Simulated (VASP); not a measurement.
Method: PBEsol GGA, VASP's PBE PAW potentials (set 64) (plane waves; VASP).

VASP input:

File KPOINTS:
```
Automatic mesh
0
Gamma
9 9 9
0 0 0
```

INCAR:
```
ALGO = Normal
EDIFF = 1E-6
EDIFFG = -0.01
ENCUT = 400
GGA = PS
IBRION = 2
ISIF = 3
ISMEAR = 1
LASPH = .TRUE.
LCHARG = .FALSE.
LMAXMIX = 4
LREAL = .FALSE.
LWAVE = .FALSE.
NELM = 100
NSW = 60
PREC = Accurate
SIGMA = 0.1
SYSTEM = PdSb
```

POSCAR:
```
PdSb
1
    3.6140000000     0.0000000000     0.0000000000
    0.0000000000     3.6140000000     0.0000000000
    0.0000000000     0.0000000000     3.6140000000
Pd Sb
1 1
Direct
  0.0000000000   0.0000000000   0.0000000000
  0.5000000000   0.5000000000   0.5000000000
```

POTCAR, in this order: Pd Sb (PBE.64 set). Program: vasp_std.

The resulting files:

**OSZICAR**
```
       N       E                     dE             d eps       ncg     rms          rms(c)
DAV:   1     0.600281665893E+02    0.60028E+02   -0.50869E+03   770   0.886E+02
DAV:   2    -0.820137873570E+01   -0.68230E+02   -0.62334E+02   863   0.194E+02
DAV:   3    -0.105712389165E+02   -0.23699E+01   -0.23178E+01   898   0.398E+01
DAV:   4    -0.105975911524E+02   -0.26352E-01   -0.26338E-01   847   0.466E+00
DAV:   5    -0.105980356933E+02   -0.44454E-03   -0.44452E-03   899   0.648E-01    0.319E+00
DAV:   6    -0.105194549869E+02    0.78581E-01   -0.23560E-01   828   0.501E+00    0.160E+00
DAV:   7    -0.104982575082E+02    0.21197E-01   -0.79679E-02   799   0.248E+00    0.102E+00
DAV:   8    -0.104901827986E+02    0.80747E-02   -0.37974E-02   823   0.191E+00    0.243E-01
DAV:   9    -0.104900851060E+02    0.97693E-04   -0.48901E-04   842   0.213E-01    0.116E-01
DAV:  10    -0.104900725059E+02    0.12600E-04   -0.38926E-05   844   0.710E-02    0.118E-02
DAV:  11    -0.104900729322E+02   -0.42638E-06   -0.10285E-06   508   0.118E-02
   1 F= -.10490073E+02 E0= -.10489208E+02  d E =-.104901E+02
       N       E                     dE             d eps       ncg     rms          rms(c)
DAV:   1    -0.339075524936E+02   -0.23417E+02   -0.33918E+02   819   0.209E+02    0.505E+01
DAV:   2    -0.158154089382E+02    0.18092E+02   -0.17800E+02   770   0.129E+02    0.123E+01
DAV:   3    -0.111997532553E+02    0.46157E+01   -0.18275E+01   782   0.584E+01    0.107E+01
DAV:   4    -0.108986078252E+02    0.30115E+00   -0.10610E+00   818   0.725E+00    0.718E+00
DAV:   5    -0.107381340709E+02    0.16047E+00   -0.22408E-01   852   0.384E+00    0.371E+00
DAV:   6    -0.107057257425E+02    0.32408E-01   -0.13860E-01   831   0.231E+00    0.683E-01
DAV:   7    -0.107074731427E+02   -0.17474E-02   -0.76445E-03   854   0.672E-01    0.527E-02
DAV:   8    -0.107074931141E+02   -0.19971E-04   -0.11655E-04   842   0.987E-02    0.346E-02
DAV:   9    -0.107074888103E+02    0.43038E-05   -0.46219E-06   815   0.195E-02    0.119E-02
DAV:  10    -0.107074883660E+02    0.44430E-06   -0.51619E-07   436   0.761E-03
   2 F= -.10707488E+02 E0= -.10707458E+02  d E =-.217415E+00
       N       E                     dE             d eps       ncg     rms          rms(c)
DAV:   1    -0.145164111470E+02   -0.38089E+01   -0.57750E+01   805   0.914E+01    0.138E+01
DAV:   2    -0.114370870270E+02    0.30793E+01   -0.18498E+01   799   0.544E+01    0.725E+00
DAV:   3    -0.111489983145E+02    0.28809E+00   -0.13964E+00   779   0.130E+01    0.429E+00
DAV:   4    -0.110974413143E+02    0.51557E-01   -0.11516E-01   816   0.363E+00    0.223E+00
DAV:   5    -0.110878291156E+02    0.96122E-02   -0.24781E-02   825   0.108E+00    0.520E-01
DAV:   6    -0.110880443530E+02   -0.21524E-03   -0.11266E-03   826   0.269E-01    0.697E-02
DAV:   7    -0.110880587186E+02   -0.14366E-04   -0.85272E-05   887   0.866E-02    0.494E-02
DAV:   8    -0.110880554644E+02    0.32543E-05   -0.79928E-06   808   0.307E-02    0.928E-03
DAV:   9    -0.110880561761E+02   -0.71173E-06   -0.47374E-07   406   0.683E-03
   3 F= -.11088056E+02 E0= -.11087924E+02  d E =-.597983E+00
       N       E                     dE             d eps       ncg     rms          rms(c)
DAV:   1    -0.110917240751E+02   -0.36686E-02   -0.52740E-02   823   0.271E+00    0.401E-01
DAV:   2    -0.110890631307E+02    0.26609E-02   -0.26425E-02   820   0.186E+00    0.183E-01
DAV:   3    -0.110883742880E+02    0.68884E-03   -0.26384E-03   773   0.609E-01    0.594E-02
DAV:   4    -0.110883234830E+02    0.50805E-04   -0.26616E-04   805   0.105E-01    0.125E-02
DAV:   5    -0.110883210033E+02    0.24797E-05   -0.13361E-05   782   0.372E-02    0.115E-02
DAV:   6    -0.110883220086E+02   -0.10053E-05   -0.14560E-06   533   0.133E-02    0.211E-03
DAV:   7    -0.110883218616E+02    0.14694E-06   -0.77717E-07   394   0.954E-03
   4 F= -.11088322E+02 E0= -.11088195E+02  d E =-.598249E+00
```

### OUTCAR
```
------------------------ aborting loop because EDIFF is reached ----------------------------------------
  FORCE on cell =-STRESS in cart. coord.  units (eV):
  Direction    XX          YY          ZZ          XY          YZ          ZX
  --------------------------------------------------------------------------------------
  Total        0.0109906      0.0109906      0.0109906      0.0000000     -0.0000000      0.0000000
  in kB        0.4653600      0.4653600      0.4653600      0.0000000     -0.0000000      0.0000000
  external PRESSURE =       0.4653600 kB  Pullay stress =       0.0000000 kB
  volume of cell :       37.84
      direct lattice vectors                 reciprocal lattice vectors
     3.357229803  0.000000000  0.000000000     0.297864626  0.000000000 -0.000000000
    -0.000000000  3.357229803 -0.000000000     0.000000000  0.297864626  0.000000000
     0.000000000 -0.000000000  3.357229803     0.000000000  0.000000000  0.297864626
 POSITION                                       TOTAL-FORCE (eV/Angst)
 -----------------------------------------------------------------------------------
      0.00000      0.00000      0.00000         0.000000     -0.000000      0.000000
      1.67861      1.67861      1.67861        -0.000000      0.000000      0.000000
 -----------------------------------------------------------------------------------
    total drift:                               -0.000000      0.000000      0.000000
  FREE ENERGIE OF THE ION-ELECTRON SYSTEM (eV)
  ---------------------------------------------------
  free  energy   TOTEN  =       -11.0883218616 eV

  energy  without entropy=      -11.0879404059  energy(sigma->0) =      -11.08819471

 reached required accuracy - stopping structural energy minimisation
```
(Selected blocks of OUTCAR.)

**CONTCAR**
```
PdSb
   1.00000000000000
     3.3572298031466983    0.0000000000000000    0.0000000000000000
    -0.0000000000000000    3.3572298031466978   -0.0000000000000000
     0.0000000000000000   -0.0000000000000000    3.3572298031466983
  Pd              Sb
     1     1
Direct
     0.0000000000000000    0.0000000000000000    0.0000000000000000
     0.5000000000000000    0.5000000000000000    0.5000000000000000
```

### OUTCAR
```
 val. band max:       10.3687479661   @ k =   0.1111   0.1111   0.0000

 cond. band min:      10.4734204344   @ k =   0.1111   0.1111   0.1111


 Fermi energy:        10.4436123115

 k-point     1 :       0.0000    0.0000    0.0000
  band No.  band energies     occupation
      1      -2.3144      2.00000
      2       6.3832      2.00000
      3       6.3832      2.00000
      4       7.8992      2.00000
      5       7.8992      2.00000
      6       7.8992      2.00000
      7      11.1607     -0.00000
      8      11.1607     -0.00000
      9      11.1607     -0.00000
     10      14.9031      0.00000
     11      17.7840      0.00000

 k-point     2 :       0.1111    0.0000    0.0000
  band No.  band energies     occupation
      1      -2.1532      2.00000
      2       6.3164      2.00000
      3       6.4113      2.00000
      4       7.7029      2.00000
      5       7.7029      2.00000
      6       7.9016      2.00000
      7      10.1241      2.00006
      8      11.5404     -0.00000
      9      11.5404     -0.00000
     10      15.5945      0.00000
     11      17.6868      0.00000

 k-point     3 :       0.2222    0.0000    0.0000
  band No.  band energies     occupation
      1      -1.6838      2.00000
      2       5.7815      2.00000
      3       6.4843      2.00000
      4       7.3114      2.00000
      5       7.3114      2.00000
      6       7.9076      2.00000
      7       8.9056      2.00000
      8      12.4763      0.00000
      9      12.4763      0.00000
     10      16.1950      0.00000
     11      17.4324      0.00000

 k-point     4 :       0.3333    0.0000    0.0000
  band No.  band energies     occupation
      1      -0.9703      2.00000
      2       4.5062      2.00000
      3       6.5702      2.00000
      4       6.9666      2.00000
      5       6.9666      2.00000
      6       7.9145      2.00000
      7       8.6603      2.00000
      8      13.6824      0.00000
      9      13.6824      0.00000
...
```

Energy and stress use the plane-wave basis of the starting cell. Unless said otherwise, spin-orbit coupling is left out, though it shifts the bands of the heavy elements here.

The structure was generated: PdSb was put into the CsCl type type (Pm-3m), which need not be its known phase. This run relaxes it. Symmetry was kept, so distortions that lower it aren't found. The electron count is odd and the run is not spin-polarised, which forces a metal.
